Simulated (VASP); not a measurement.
Level of theory: r2SCAN+rVV10, VASP's PBE PAW potentials (set 64) (plane waves; VASP).

VASP ran on this input.

### INCAR
```
# general
SYSTEM  =Er
PREC    =Accurate
ENCUT   =520
LREAL   =.FALSE.
LASPH   =.TRUE.   # aspherical one-centre terms

# electronic loop
EDIFF   =1E-6
NELM    =100   # most electronic steps
ALGO    =Normal   # blocked Davidson
LMAXMIX =6
LMIXTAU =.TRUE.

# smearing
ISMEAR  =1   # Methfessel-Paxton
SIGMA   =0.1

# functional
METAGGA =R2SCAN
LUSE_VDW=.TRUE.
BPARAM  =11.95
CPARAM  =0.0093

# ions
IBRION  =2
NSW     =60
ISIF    =3   # ions, shape and volume
EDIFFG  =-0.01

# output
LWAVE   =.FALSE.
LCHARG  =.FALSE.
```

### KPOINTS
```
Regular mesh
0
Gamma
 11 11 6
0 0 0
```

**POSCAR**
```
Er
1
    1.7800000000    -3.0830500000     0.0000000000
    1.7800000000     3.0830500000     0.0000000000
    0.0000000000     0.0000000000     5.5900000000
Er
2
Direct
  0.3333330000   0.6666670000   0.2500000000
  0.6666670000   0.3333330000   0.7500000000
```

POTCAR, in this order: Er_3 (PBE.64 set). Program: vasp_std.

The 4f electrons are frozen in the core of the lanthanide potential, so 4f levels, which can set the real gap, and their magnetism are missing.

Q: Estimate the energy per atom (σ→0), volume per atom, band gap (on the k-mesh).

A: 
- energy per atom (σ→0): -33.665 eV/atom
- band gap (on the k-mesh): none (metal, semimetal or under 0.01 eV)
- volume per atom: 30.36 Å³/atom

File OSZICAR:
```
...
DAV:   2    -0.673294901023E+02    0.92910E-03   -0.26686E-03  2717   0.801E-01    0.114E-01
DAV:   3    -0.673291882244E+02    0.30188E-03   -0.42937E-04  2742   0.375E-01    0.528E-02
DAV:   4    -0.673291156062E+02    0.72618E-04   -0.24965E-04  2834   0.238E-01    0.330E-02
DAV:   5    -0.673291245104E+02   -0.89042E-05   -0.38444E-05  2652   0.712E-02    0.168E-02
DAV:   6    -0.673291321304E+02   -0.76200E-05   -0.14624E-05  2686   0.483E-02    0.552E-03
DAV:   7    -0.673291298722E+02    0.22582E-05   -0.53807E-06  2459   0.290E-02    0.159E-03
DAV:   8    -0.673291305826E+02   -0.71041E-06   -0.94779E-08   937   0.754E-03
   5 F= -.67329131E+02 E0= -.67329517E+02  d E =-.232443E-03
```

The compound is Er in the hcp structure. This run relaxes it. Symmetry was kept, so distortions that lower it aren't found.
